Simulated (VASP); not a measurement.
Input of a VASP 6.6.1 run:

File INCAR:

```
SYSTEM = Ag3TeBr
  PREC = Accurate
  ENCUT = 520
  EDIFF = 1E-6
  ISMEAR = 0
  SIGMA = 0.05
  LREAL = .False.
  LASPH = .True.
  NELM = 100
  ALGO = Normal
  ISIF = 2
  LWAVE = .False.
  LCHARG = .False.
  GGA = PE
  NBANDS = 31
```

File KPOINTS:

```
regular mesh
0
Gamma
  4 4 4
  0 0 0
```

The input POSCAR:

```
Ag3TeBr
1.0
    6.4956157313      0.0000000000      0.0000000000
    0.0000000000      6.4956157313      0.0000000000
    0.0000000000      0.0000000000      6.4956157313
Br Te Ag
1 1 3
Direct
    0.0000000000      0.0000000000      0.0000000000
    0.5000000000      0.5000000000      0.5000000000
    0.5000000000      0.5000000000      0.0000000000
    0.5000000000      0.0000000000      0.5000000000
    0.0000000000      0.5000000000      0.5000000000
```

Potentials or basis: VASP PAW PBE potentials, release 64 (Br, Te, Ag).

Command:

```bash
$ cat potpaw_PBE.64/Br/POTCAR potpaw_PBE.64/Te/POTCAR potpaw_PBE.64/Ag/POTCAR > POTCAR
$ mpirun -np 1 vasp_std > vasp.out
```

Question: Predict the pressure.

Answer: -4.3 GPa.

Question: What does it give for the band gap on the k mesh?

Answer: 0.21 eV, indirect (least direct gap 0.25 eV).

Caveat: spin-orbit coupling is left out, which moves the levels of the heavy elements. A hybrid or GW would open this gap; PBE tends to underestimate it.
